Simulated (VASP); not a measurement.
Input of a VASP 6.6.1 run:

The input INCAR:

```
SYSTEM = H2CSO4
PREC = Accurate
ENCUT = 520
EDIFF = 1E-6
ISMEAR = -1
SIGMA = 0.05
LREAL = Auto
LASPH = .True.
NELM = 100
ALGO = Normal
ISIF = 2
LWAVE = .False.
LCHARG = .True.
GGA = PE
IVDW = 12
LELF = .True.
LVHAR = .True.
NBANDS = 116
```

KPOINTS

```
Automatic mesh
0
Gamma
  1 1 1
  0 0 0
```

File POSCAR:

```
H2CSO4
1.0
    8.8151600000      0.0000000000      0.0000000000
    0.0000000000      8.8151600000      0.0000000000
    0.0000000000      0.0000000000      8.8151600000
O C H S
20 5 10 5
Direct
    0.7338380699      0.3342310293     -0.0483258387
    0.9710090344      0.3951828441     -0.1212456722
    0.3388026990      0.2994046620      0.6492338199
    0.2320094020      0.5227244883      0.6976730995
    1.0777909873      0.7254207524      0.9188148599
    0.9204030330      0.7494588867      0.7232199983
    0.8341879217      0.0035733895      0.5660135494
    0.7247514509      0.0910817274      0.7812904133
    0.5366096588      0.8476647049      0.1259648152
    0.7398164072      0.7969906389      0.2521224799
    0.2378062338      0.0590913835     -0.0878486607
    0.3439756057      0.2406195690      0.1074512544
    0.3926417671      1.0102369101      0.3918136483
    0.1949255601      0.8301721126      0.4828273111
    0.6024280898      0.2435236570      0.3692956225
    0.5078070052      0.5095426515      0.3034658475
   -0.0181959261      0.3827497175      0.3931409073
    0.1207238439      0.5110060396      0.1848633490
    0.5522985402      0.7384324278      0.6472032272
    0.5837443677      0.4618520821      0.6464204847
    0.8617767573      0.4075479061     -0.0434138461
    0.2185099306      0.3872533227      0.6753138911
    0.9932094256      0.8070528499      0.8291624883
    0.7958789177      0.1092322771      0.6628694204
    0.6621433984      0.8981232332      0.1927134618
    0.7337019407      0.2435463452     -0.1281315370
    0.8627523494      0.4861738187      0.0500841732
    0.4236792072      0.3731753025      0.6623702803
    0.1076214158      0.3320643074      0.6813376048
    1.1320157547      0.6260124604      0.8715553660
    0.9696704314      0.9200286779      0.8606990684
    0.8423102927     -0.0937475894      0.6260351485
    0.8112501645      0.2200867596      0.6081795452
    0.5427127812      0.7434351730      0.1438317626
    0.6788419042      1.0324032689      0.2152428317
    0.2767164748      0.0981377536      0.0662381624
    0.2943451962      0.9534483776      0.5103594263
    0.6067275013      0.3816493405      0.2799835738
    0.1042975964      0.4884199493      0.3536067411
    0.6179241216      0.6060922320      0.7146778958
```

Potentials or basis: VASP PAW PBE potentials, release 64 (O, C, H, S).

Command:

```sh
$ cat potpaw_PBE.64/O/POTCAR potpaw_PBE.64/C/POTCAR potpaw_PBE.64/H/POTCAR potpaw_PBE.64/S/POTCAR > POTCAR
$ mpirun -np 1 vasp_gam > vasp.out
```

Task: Predict the dispersion energy per atom.

Result: -0.056 eV.

Task: What does it give for the band gap on the k mesh?

Result: 1.85 eV, direct.

Stress tensor (GPa, compression positive):
```
 1.66  0.71 -0.03
 0.71  0.84  0.31
-0.03  0.31  0.46
```

Caveat: the standard files for N, O and F lose accuracy on very short bonds. As with any semilocal functional, this PBE gap is likely too small.
